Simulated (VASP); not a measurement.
These are PBEsol GGA, VASP's PBE PAW potentials (set 64) (plane waves; VASP) values and carry that method's errors.

A VASP calculation is set up with these files.

POSCAR:
```
Ga4As2P2
1.0
  0.0000000000   2.7764814079   2.7764814079
  2.7764814079   0.0000000000   2.7764814079
 11.0730050487  11.0730050487   0.0329205829
Ga P As
4 2 2
Cart
  2.8309498680   2.8309498680   5.4984943557
  5.5462777078   5.5462777078   5.5596479233
  5.4838290119   5.4838290119   0.0691338045
 11.0816571445  11.0816571445   5.5772313026
  1.4093410452   1.4093410452   1.3671403627
  4.1265795416   4.1265795416   1.4263832742
  6.8972875962   6.8972875962   1.4321566280
  9.7172701246   9.7172701246   1.3886555067
```

### INCAR
```
ENCUT = 400
SYSTEM = Ga4As2P2
GGA = PS
LWAVE = .FALSE.
ALGO = Normal   ! blocked Davidson
NSW = 60   ! most ionic steps
LCHARG = .FALSE.
EDIFFG = -0.02   ! ionic stop
SIGMA = 0.05
LREAL = .FALSE.   ! projection in real space or not
PREC = Accurate
NELM = 100   ! most electronic steps
ISIF = 3   ! ions, shape and volume
IBRION = 2   ! conjugate gradients
LASPH = .TRUE.   ! aspherical one-centre terms
EDIFF = 1E-6   ! SCF stop (eV)
ISMEAR = 0   ! Gaussian
LMAXMIX = 4   ! l cut-off of mixed one-centre charges
```

**KPOINTS**
```
K-points
0
Gamma
  6 6 2
```

POTCAR, in this order: Ga_d P As (PBE.64 set). Program: vasp_std.

The resulting files:

### OSZICAR
```
       N       E                     dE             d eps       ncg     rms          rms(c)
DAV:   1     0.562221938078E+03    0.56222E+03   -0.28976E+04  1943   0.207E+03
DAV:   2     0.490937811162E+02   -0.51313E+03   -0.50019E+03  2052   0.521E+02
DAV:   3    -0.337173037446E+02   -0.82811E+02   -0.80081E+02  2197   0.161E+02
DAV:   4    -0.387482888705E+02   -0.50310E+01   -0.50021E+01  2386   0.404E+01
DAV:   5    -0.388761628915E+02   -0.12787E+00   -0.12766E+00  2517   0.641E+00    0.730E+00
DAV:   6    -0.380377633914E+02    0.83840E+00   -0.16086E+00  2710   0.160E+01    0.425E+00
DAV:   7    -0.379026972953E+02    0.13507E+00   -0.85877E-01  2330   0.480E+00    0.120E+00
DAV:   8    -0.378975475252E+02    0.51498E-02   -0.19489E-01  2510   0.483E+00    0.255E-01
DAV:   9    -0.378967616739E+02    0.78585E-03   -0.22405E-02  2576   0.210E+00    0.123E-01
DAV:  10    -0.378969037187E+02   -0.14204E-03   -0.35198E-03  2223   0.682E-01    0.814E-02
DAV:  11    -0.378970546306E+02   -0.15091E-03   -0.76262E-04  2650   0.236E-01    0.594E-02
DAV:  12    -0.378970816109E+02   -0.26980E-04   -0.25111E-04  2509   0.257E-01    0.337E-02
DAV:  13    -0.378971074597E+02   -0.25849E-04   -0.67100E-05  2268   0.117E-01    0.157E-02
DAV:  14    -0.378971080786E+02   -0.61894E-06   -0.20862E-05  2908   0.417E-02    0.542E-03
DAV:  15    -0.378971084101E+02   -0.33143E-06   -0.34943E-06  1813   0.130E-02
   1 F= -.37897108E+02 E0= -.37897108E+02  d E =-.378971E+02
       N       E                     dE             d eps       ncg     rms          rms(c)
DAV:   1    -0.379004304288E+02   -0.33224E-02   -0.70718E-02  2069   0.167E+00    0.329E-01
DAV:   2    -0.378986067091E+02    0.18237E-02   -0.77947E-03  2288   0.113E+00    0.185E-01
DAV:   3    -0.378975381783E+02    0.10685E-02   -0.21524E-03  2378   0.371E-01    0.502E-02
DAV:   4    -0.378975706905E+02   -0.32512E-04   -0.74456E-04  2168   0.179E-01    0.149E-02
DAV:   5    -0.378975674620E+02    0.32285E-05   -0.36599E-05  2367   0.639E-02    0.778E-03
DAV:   6    -0.378975669256E+02    0.53637E-06   -0.10439E-05  2504   0.653E-02    0.198E-03
DAV:   7    -0.378975670947E+02   -0.16910E-06   -0.25618E-06  1572   0.243E-02
   2 F= -.37897567E+02 E0= -.37897567E+02  d E =-.458685E-03
       N       E                     dE             d eps       ncg     rms          rms(c)
DAV:   1    -0.378975682216E+02   -0.12960E-05   -0.18548E-05  2384   0.270E-02    0.497E-03
DAV:   2    -0.378975677116E+02    0.51009E-06   -0.17134E-06  1185   0.177E-02
   3 F= -.37897568E+02 E0= -.37897568E+02  d E =-.459301E-03
       N       E                     dE             d eps       ncg     rms          rms(c)
DAV:   1    -0.378983011977E+02   -0.73298E-03   -0.36617E-02  2581   0.138E+00    0.161E-01
DAV:   2    -0.378979041309E+02    0.39707E-03   -0.30873E-03  2616   0.628E-01    0.778E-02
DAV:   3    -0.378977481470E+02    0.15598E-03   -0.47695E-04  3120   0.193E-01    0.200E-02
DAV:   4    -0.378977417383E+02    0.64087E-05   -0.92278E-05  2040   0.110E-01    0.680E-03
DAV:   5    -0.378977417592E+02   -0.20940E-07   -0.15136E-05  2325   0.559E-02    0.462E-03
DAV:   6    -0.378977415218E+02    0.23741E-06   -0.30136E-06  1506   0.347E-02
   4 F= -.37897742E+02 E0= -.37897742E+02  d E =-.173810E-03
```

### OUTCAR
```
------------------------ aborting loop because EDIFF is reached ----------------------------------------
  FORCE on cell =-STRESS in cart. coord.  units (eV):
  Direction    XX          YY          ZZ          XY          YZ          ZX
  --------------------------------------------------------------------------------------
  Total       -0.0353862     -0.0353862     -0.0353862     -0.0089722      0.0089722      0.0089722
  in kB       -0.3325430     -0.3325430     -0.3325430     -0.0843165      0.0843165      0.0843165
  external PRESSURE =      -0.3325430 kB  Pullay stress =       0.0000000 kB
  volume of cell :      170.49
      direct lattice vectors                 reciprocal lattice vectors
    -0.000000000  2.773293712  2.773293712    -0.180343809  0.180238265  0.180343809
     2.773293712 -0.000000000  2.773293712     0.180238265 -0.180343809  0.180343809
    11.086686492 11.086686492  0.006488357     0.045112338  0.045112338 -0.045112338
 POSITION                                       TOTAL-FORCE (eV/Angst)
 -----------------------------------------------------------------------------------
      2.82802      2.82802      5.49186        -0.002489     -0.002489      0.002489
      5.54589      5.54589      5.54729        -0.004583     -0.004583      0.004583
      5.48880      5.48880      0.05779        -0.006099     -0.006099      0.006099
      8.31422      8.31422      0.00566        -0.003487     -0.003487      0.003487
      1.41035      1.41035      1.36294         0.008017      0.008017     -0.008017
      4.13048      4.13048      1.41611         0.001632      0.001632     -0.001632
      6.90534      6.90534      1.41454         0.000003      0.000003     -0.000003
      9.72851      9.72851      1.36466         0.007007      0.007007     -0.007007
 -----------------------------------------------------------------------------------
    total drift:                                0.003530      0.003530     -0.003521
  FREE ENERGIE OF THE ION-ELECTRON SYSTEM (eV)
  ---------------------------------------------------
  free  energy   TOTEN  =       -37.8977415218 eV

  energy  without entropy=      -37.8977415218  energy(sigma->0) =      -37.89774152

 reached required accuracy - stopping structural energy minimisation
```
(Selected blocks of OUTCAR.)

CONTCAR:
```
Ga4As2P2
   1.00000000000000
    -0.0000000000000000    2.7732937120744992    2.7732937120744992
     2.7732937120744992   -0.0000000000000000    2.7732937120744992
    11.0866864915282974   11.0866864915282974    0.0064883567697017
  Ga              P               As
     4     2     2
Direct
     0.9901241174872671    0.9901241174872671    0.0074069118845550
     0.9998339197379796    0.9998339197379796    0.2501245601465126
     0.0098421684507972    0.0098421684507972    0.4926183737119012
     0.0001433614127269    0.0001433614127269    0.7498924789154544
     0.2456493643800671    0.2456493643800671    0.0657629767149461
     0.2549508802583508    0.2549508802583508    0.3087868398062404
     0.2543741960837648    0.2543741960837648    0.5592193529871755
     0.2450819921890535    0.2450819921890535    0.8161885058332148
```

The structure was generated: Ga4As2P2 was put into an ordered model structure (R3m), which need not be its known phase. This run relaxes it. Symmetry was kept, so distortions that lower it aren't found. The start is the result of an earlier pass.
